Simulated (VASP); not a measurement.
OSZICAR of a VASP run on TiPt₃ (space group Pm-3m):

**OSZICAR**
```
       N       E                     dE             d eps       ncg     rms          rms(c)
DAV:   1     0.277342634671E+03    0.27734E+03   -0.15133E+04   200   0.125E+03
DAV:   2    -0.108185020629E+02   -0.28816E+03   -0.28209E+03   219   0.358E+02
DAV:   3    -0.308909660352E+02   -0.20072E+02   -0.19240E+02   269   0.898E+01
DAV:   4    -0.316650691038E+02   -0.77410E+00   -0.75653E+00   247   0.166E+01
DAV:   5    -0.316863697230E+02   -0.21301E-01   -0.21289E-01   270   0.240E+00    0.258E+01
DAV:   6    -0.322112000059E+02   -0.52483E+00   -0.30066E+01   268   0.317E+01    0.187E+01
DAV:   7    -0.296283856815E+02    0.25828E+01   -0.27802E+01   235   0.334E+01    0.131E+01
DAV:   8    -0.286893772559E+02    0.93901E+00   -0.14771E+00   242   0.106E+01    0.369E+00
DAV:   9    -0.286486745014E+02    0.40703E-01   -0.59492E-01   299   0.332E+00    0.244E+00
DAV:  10    -0.286344129579E+02    0.14262E-01   -0.78686E-02   267   0.215E+00    0.124E+00
DAV:  11    -0.286329441516E+02    0.14688E-02   -0.38619E-02   235   0.132E+00    0.964E-01
DAV:  12    -0.286286329050E+02    0.43112E-02   -0.70069E-03   244   0.619E-01    0.718E-02
DAV:  13    -0.286286828951E+02   -0.49990E-04   -0.20907E-04   237   0.938E-02    0.147E-02
DAV:  14    -0.286286864673E+02   -0.35722E-05   -0.10052E-05   264   0.197E-02    0.298E-02
DAV:  15    -0.286286827893E+02    0.36780E-05   -0.89982E-06   232   0.234E-02    0.330E-03
DAV:  16    -0.286286829073E+02   -0.11805E-06   -0.20708E-07   127   0.301E-03
   1 F= -.28628683E+02 E0= -.28506590E+02  d E =-.244185E+00
```

Task: Which electronic solver shows in the log?

Result: It is blocked Davidson (ALGO = Normal, or the opening steps of other solvers). The INCAR had ALGO = Normal.

Task: Can the final energy be trusted as converged?

Result: The run converged. It stopped with EDIFF = 1E-6, NELM = 100 (PBE GGA, plane waves, VASP's PBE PAW potentials (set 64)).

The structure comes from a computed database's TiPt3 entry; how it stands against other phases isn't given here. The cell was not relaxed at this level. The k-mesh is coarse (spacing up to 0.81 per Å, 2π included), so the numbers may not be converged in it. The run is one of a series of settings (KPOINTS 2×2×2 Γ-centred mesh against the base run), some of them coarse on purpose.
